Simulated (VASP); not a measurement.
BaMg2Tl2:

```
CELL_PARAMETERS angstrom
2.39181 4.14272 0.00000
-2.39181 4.14272 0.00000
0.00000 0.00000 8.09080
ATOMIC_POSITIONS crystal
Tl 0.33330 0.33340 0.26410
Tl 0.66670 0.66660 0.73590
Mg 0.33330 0.33340 0.62740
Mg 0.66670 0.66660 0.37260
Ba 0.00000 0.00000 0.00000
```

The cell was built by a generator and needn't be a form met in nature.

| Property | Result |
| --- | --- |
| Program | VASP 6.6.1 |
| Task | relaxation of cell and atoms |
| Functional | r2SCAN |
| Potentials or basis | VASP PAW PBE potentials, release 64 (Tl_d, Mg, Ba_sv) |
| Cutoff | 600 eV |
| k mesh | 4 × 4 × 3 |
| Occupations | tetrahedron |
| Spin | no spin polarisation |

At the start: pressure 1.8 GPa; volume 32.07 Å³/atom.

Question: How do energy, volume and symmetry change on relaxing?

Answer: Over 13 steps the energy falls by 13.5 meV/atom and the volume is 34.07 Å³/atom (+6.2 %); space group C2/m (No. 12, to 0.05 Å).

Step by step:
```
step  energy change (eV)  largest force (eV/Å)  pressure (GPa)  volume (Å³)
   1              0.0000                0.1873            1.84       160.34
   2             -0.0545                0.1775            0.12       169.05
   3             -0.0541                0.1755           -0.26       171.35
   4             -0.0550                0.1763           -0.11       170.44
   5             -0.0577                0.1388           -0.08       170.32
   6             -0.0608                0.1174            0.03       169.95
   7             -0.0611                0.1047            0.01       170.00
   8             -0.0634                0.0897            0.01       170.04
   9             -0.0667                0.0392            0.01       170.15
  10             -0.0668                0.0222            0.01       170.19
  11             -0.0667                0.0204            0.01       170.19
  12             -0.0673                0.0044           -0.02       170.33
  13             -0.0673                0.0042           -0.02       170.33
```

Final structure:
```cif
data_structure
_symmetry_space_group_name_H-M 'P 1'
_symmetry_Int_Tables_number 1
_cell_length_a 4.9884
_cell_length_b 4.8851
_cell_length_c 8.1304
_cell_angle_alpha 90.869
_cell_angle_beta 90.000
_cell_angle_gamma 59.298
_cell_volume 170.33
loop_
_atom_site_label
_atom_site_type_symbol
_atom_site_fract_x
_atom_site_fract_y
_atom_site_fract_z
_atom_site_occupancy
Tl1 Tl 0.33185 0.33630 0.27330 1
Tl2 Tl 0.66815 0.66370 0.72670 1
Mg1 Mg 0.33091 0.33819 0.63161 1
Mg2 Mg 0.66909 0.66181 0.36839 1
Ba1 Ba 0.00000 0.00000 0.00000 1
```

Caveat: the k mesh is coarse (spacing up to 0.38 Å⁻¹), so the values aren't converged; the PAW data sets were made with another functional, which shifts forces and pressure a little; tetrahedron occupations give inexact forces and stress in metals.
